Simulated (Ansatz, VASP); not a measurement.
# One calculation of NiMoIrPdW, two programs

INCAR

```
PREC = Accurate
ENCUT = 520
EDIFF = 1E-7
ISMEAR = -1
SIGMA = 0.05
LREAL = F
LASPH = T
NELM = 150
ALGO = Normal
ISIF = 2
LWAVE = F
LCHARG = F
ISPIN = 2
MAGMOM = 1 1 0 0.6 0
LORBIT = 11
LMAXMIX = 4
GGA = PE
NBANDS = 40
KPAR = 4
```

File KPOINTS:

```
regular mesh
0
Gamma
  11 11 3
```

Contents of POSCAR:

```
NiMoIrPdW
1.0
    2.3446000000     -1.4313800000      0.0090600000
    2.3446000000      1.4313800000      0.0090600000
   -2.2060000000      0.0000000000     10.9237400000
Ni Mo Pd Ir W
1 1 1 1 1
Direct
    0.4983800000      0.4983800000      0.2952500000
    0.3177300000      0.3177300000      0.9120700000
    0.2473300000      0.2473300000      0.4906100000
    0.7498200000      0.7498200000      0.1080200000
    0.6867300000      0.6867300000      0.6940600000
```

KPOINTS_OPT

```
path GYFLI,I1ZF1,YX1,XGN,MG
15
line-mode
reciprocal
 0.0000000000  0.0000000000  0.0000000000  G
-0.5000000000 -0.5000000000  0.0000000000  Y

-0.5000000000 -0.5000000000  0.0000000000  Y
-0.5016370980 -0.5016370980  0.0400768515  F

-0.5016370980 -0.5016370980  0.0400768515  F
-0.5000000000 -0.5000000000  0.5000000000  L

-0.5000000000 -0.5000000000  0.5000000000  L
-0.6610839512 -0.3389160488  0.5000000000  I

-0.3389160488  0.3389160488  0.5000000000  I1
 0.0000000000  0.0000000000  0.5000000000  Z

 0.0000000000  0.0000000000  0.5000000000  Z
-0.4983629020 -0.4983629020  0.9599231485  F1

-0.5000000000 -0.5000000000  0.0000000000  Y
-0.6531734193 -0.3468265807  0.0000000000  X1

-0.3468265807  0.3468265807  0.0000000000  X
 0.0000000000  0.0000000000  0.0000000000  G

 0.0000000000  0.0000000000  0.0000000000  G
-0.5000000000  0.0000000000  0.0000000000  N

-0.5000000000  0.0000000000  0.5000000000  M
 0.0000000000  0.0000000000  0.0000000000  G
```

File input.yaml:

```yaml
crystal:
  lattice:
    - [2.3446, -1.43138, 0.00906]
    - [2.3446, 1.43138, 0.00906]
    - [-2.206, 0.0, 10.92374]
  atoms:
    - { symbol: Ni, position: [0.49838, 0.49838, 0.29525], spin: 1.0 }
    - { symbol: Mo, position: [0.31773, 0.31773, 0.91207], spin: 1.0 }
    - { symbol: Pd, position: [0.24733, 0.24733, 0.49061] }
    - { symbol: Ir, position: [0.74982, 0.74982, 0.10802], spin: 0.6 }
    - { symbol: W, position: [0.68673, 0.68673, 0.69406] }
hamiltonian:
  xc: pbe
  pseudopotentials: { kind: paw }
magnetization:
  spin_polarized: true
kpoints:
  mp_grid: { grid: [11, 11, 3] }
  band_path:
    path:
      - [[0.0, 0.0, 0.0], [-0.5, -0.5, 0.0], [-0.501637098, -0.501637098, 0.0400768515], [-0.5, -0.5, 0.5], [-0.6610839512, -0.3389160488, 0.5]]
      - [[-0.3389160488, 0.3389160488, 0.5], [0.0, 0.0, 0.5], [-0.498362902, -0.498362902, 0.9599231485]]
      - [[-0.5, -0.5, 0.0], [-0.6531734193, -0.3468265807, 0.0]]
      - [[-0.3468265807, 0.3468265807, 0.0], [0.0, 0.0, 0.0], [-0.5, 0.0, 0.0]]
      - [[-0.5, 0.0, 0.5], [0.0, 0.0, 0.0]]
    npoints: 14
scf:
  occupations: { method: fermi_dirac, width: 0.05 }
  n_extra_bands: 12
output:
  forces: true
  stress: true
  eigenvalues: true
  fatbands: false
```

The cell was built by a generator and needn't be a form met in nature.

Alike in both runs: task band structure; functional PBE; k mesh 11 × 11 × 3; occupations fermi-dirac, width 0.05 eV; collinear spin, ferromagnetic start.

```csv
,VASP,Ansatz
version,VASP 6.6.1,Ansatz 0.2.0
potentials or method,"VASP PAW PBE potentials, release 64 (Ni, Mo_sv, Pd, Ir, W_sv)",Ansatz PAW
plane-wave cutoff (eV),520,420
valence electrons in the cell,57,81
```

Ansatz gave:

- gap on the k mesh at the Fermi level (eV): none
- pressure (GPa): 0.0
- largest component of the traceless stress (GPa): 0.61
- rms of the force components (eV/Å): 0.031
- net moment per atom (μB): 0.00

Question: What did VASP give for the same quantities?

Answer: gap on the k mesh at the Fermi level (eV): none; pressure (GPa): 0.3; largest component of the traceless stress (GPa): 0.56; rms of the force components (eV/Å): 0.035; net moment per atom (μB): 0.00.

Atom by atom the forces differ by 0.008 eV/Å (rms over components). A gap of «none» marks a metal or a gap that the smearing closes. The two sets of potentials don't hold the same shells in valence.

Caveats: spin-orbit coupling is left out, which moves the levels of the heavy elements; the starting moments weren't kept (Ansatz).
